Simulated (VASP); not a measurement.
Given:

```
CELL_PARAMETERS angstrom
      3.23430     0.00000     0.00000
     -1.61715     2.80099     0.00000
      0.00000     0.00000    15.65801
ATOMIC_POSITIONS crystal
  Mg 0.00000 0.00000 0.99979
  Mg 0.00000 0.00000 0.49979
  Mg 0.66667 0.33333 0.83445
  Mg 0.33333 0.66667 0.33445
  Mg 0.66667 0.33333 0.16687
  Mg 0.33333 0.66667 0.66687
  O  0.00000 0.00000 0.87437
  O  0.00000 0.00000 0.37437
  O  0.66667 0.33333 0.70790
  O  0.33333 0.66667 0.20790
  O  0.66667 0.33333 0.04032
  O  0.33333 0.66667 0.54032
```

All values below come from r2SCAN meta-GGA, VASP's PBE PAW potentials (set 64) (plane waves; VASP). Settings: 520 eV cut-off, 9×9×2 Γ-centred mesh, tetrahedra with Blöchl corrections, potentials Mg O.

Task: Give the energies of bands 12 to 25 at the high-symmetry points, in eV from the valence-band maximum.

Result: 
```
band      Γ      M      K      A      L      H
----  -----  -----  -----  -----  -----  -----
12    -0.30  -2.28  -2.00  -0.33  -2.38  -2.15
13    -0.30  -1.25  -1.92  -0.29  -1.11  -1.73
14    -0.27  -1.13  -1.92  -0.29  -1.11  -1.73
15    -0.27  -0.85  -1.83  -0.29  -0.85  -1.60
16    -0.21  -0.77  -1.41  -0.29  -0.85  -1.60
17    -0.21  -0.73  -1.36  -0.18  -0.81  -1.47
18    -0.15  -0.71  -1.36  -0.18  -0.81  -1.47
19    -0.15  -0.68  -0.76  -0.18  -0.56  -0.71
20    -0.10  -0.54  -0.76  -0.18  -0.56  -0.71
21    -0.10  -0.43  -0.65  -0.08  -0.37  -0.54
22    -0.07  -0.38  -0.45  -0.08  -0.37  -0.54
23    -0.07  -0.30  -0.39  -0.08  -0.29  -0.41
24     0.00  -0.24  -0.39  -0.08  -0.29  -0.41
25     4.33   7.27   8.74   4.72   7.36   8.75
```

The gap is direct, 4.33 eV, from the valence maximum at Γ to the conduction minimum at Γ.

The structure was generated: MgO was put into the 6H type (P6_3mc), which need not be its known phase. It was relaxed first, which changed the volume by -5 %.
